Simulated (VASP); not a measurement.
Data:

```xyz
8
Lattice="3.1394 0.0000 0.0000 -1.5697 2.7188 0.0000 0.0000 0.0000 10.8007" Properties=species:S:1:pos:R:3 pbc="T T T"
Hf     0.0000     1.8126     1.2647
Hf     1.5697     0.9063     6.6651
Hf     1.5697     0.9063     9.5360
Hf     0.0000     1.8126     4.1356
N      0.0000     0.0000     0.0000
N      0.0000     0.0000     5.4003
N      0.0000     1.8126     8.1005
N      1.5697     0.9063     2.7002
```

Method: PBEsol GGA, VASP's PBE PAW potentials (set 64) (plane waves; VASP). Settings: 520 eV cut-off, Gaussian smearing of 0.050 eV, potentials Hf_pv N.

Unless said otherwise, spin-orbit coupling is left out, though it shifts the bands of the heavy elements here.

Question: Predict the band gap (along the path) with the smallest direct gap where there is one.

Answer: 
The band gap (along the path) is none (metal, semimetal or under 0.01 eV).

Total energies compare only between runs with the same potentials, cut-off and functional.

The structure was generated: HfN was put into the TiAs type (P6_3/mmc), which need not be its known phase. It was relaxed first, which changed the volume by -27 %.
